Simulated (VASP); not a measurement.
Consider the following.

```
CELL_PARAMETERS angstrom
      4.31588     0.00000     0.00000
     -2.15794     3.73767     0.00000
      0.00000     0.00000     7.06842
ATOMIC_POSITIONS crystal
  Ti 0.66667 0.33333 0.00000
  Ti 0.33333 0.66667 0.50000
  Se 0.66667 0.33333 0.62520
  Se 0.33333 0.66667 0.12520
```

These are PBE GGA, VASP's PBE PAW potentials (set 64) (plane waves; VASP) values and carry that method's errors. Run with EDIFF = 1E-3, 400 eV cut-off, 6×6×3 Γ-centred mesh, Gaussian smearing of 0.050 eV, potentials Ti_sv Se.

Task: Which forces act on the atoms, in eV/Å?

Result: 
```json
[
 {"atom": "Ti1", "Fx": "0.000", "Fy": "0.000", "Fz": "-0.256"},
 {"atom": "Ti2", "Fx": "0.000", "Fy": "0.000", "Fz": "-0.256"},
 {"atom": "Se3", "Fx": "0.000", "Fy": "0.000", "Fz": "0.256"},
 {"atom": "Se4", "Fx": "0.000", "Fy": "0.000", "Fz": "0.256"}
]
```

Task: Give the stress tensor in GPa (positive for a compressed cell).

Result: 
```
-9.00   0.00   0.00
 0.00  -9.00   0.00
 0.00   0.00  -8.75
```
The pressure is its mean diagonal, -8.92 GPa.

The structure was generated: TiSe was put into the wurtzite type (P6_3mc), which need not be its known phase. The cell was not relaxed at this level. The run is one of a series of settings (EDIFF = 1E-3 against the base run), some of them coarse on purpose.
